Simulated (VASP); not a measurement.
Input:

```
Si
1.0
    2.62679     0.00000     0.00000
   -1.31339     2.27486     0.00000
    0.00000     0.00000     4.57064
Si
2
Direct
  0.33333   0.66667   0.25000
  0.66667   0.33333   0.75000
```

Computed with r2SCAN meta-GGA, VASP's PBE PAW potentials (set 64) (plane waves; VASP). Settings: 400 eV cut-off, 18×18×9 Γ-centred mesh, tetrahedra with Blöchl corrections, potentials Si.

Task: Give the energies of bands 1 to 7 at the high-symmetry points, in eV from the Fermi level.

Result: 
```tsv
band	Γ	M	K	A	L	H
1	-15.97	-8.86	-6.46	-14.14	-7.20	-5.15
2	-9.19	-8.41	-6.46	-14.14	-7.20	-5.15
3	-8.19	-2.37	-5.81	0.06	-6.49	-4.12
4	10.41	-1.86	-0.46	0.06	-6.49	-4.12
5	10.41	-1.64	0.46	11.86	6.03	-4.10
6	10.93	-0.21	0.46	11.86	6.03	-4.10
7	11.10	4.44	0.79	11.86	6.06	7.48
```

It has no gap at this level: it comes out as a metal or semimetal.

The structure was generated: Si was put into the hcp type (P6_3/mmc), which need not be its known phase. It was relaxed first, which changed the volume by -6 %.
